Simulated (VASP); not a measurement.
Input:

```
MoSi2
1.0
   -1.59606     1.59606     3.91358
    1.59606    -1.59606     3.91358
    1.59606     1.59606    -3.91358
Si Mo
2 1
Direct
  0.66493   0.66493   0.00000
  0.33507   0.33507   0.00000
  0.00000   0.00000   0.00000
```

All values below come from PBEsol GGA, VASP's PBE PAW potentials (set 64) (plane waves; VASP 6.6.1). Numerical set-up: 520 eV cut-off, 15×15×15 Γ-centred mesh, tetrahedra with Blöchl corrections, potentials Si Mo_sv.

The cores are frozen, which limits the accuracy of field gradients.

**Question.** Give the principal components of the electric field gradient (V/Å²) and the asymmetry η at each nucleus.

**Answer.** 
```json
[
 {"atom": "Si1", "Vxx": "5.8", "Vyy": "5.8", "Vzz": "-11.6", "η": "0.00"},
 {"atom": "Si2", "Vxx": "5.8", "Vyy": "5.8", "Vzz": "-11.6", "η": "0.00"},
 {"atom": "Mo3", "Vxx": "30.4", "Vyy": "30.4", "Vzz": "-60.8", "η": "0.00"}
]
```

The compound is MoSi2 in the MoSi2 type structure. It was relaxed first.
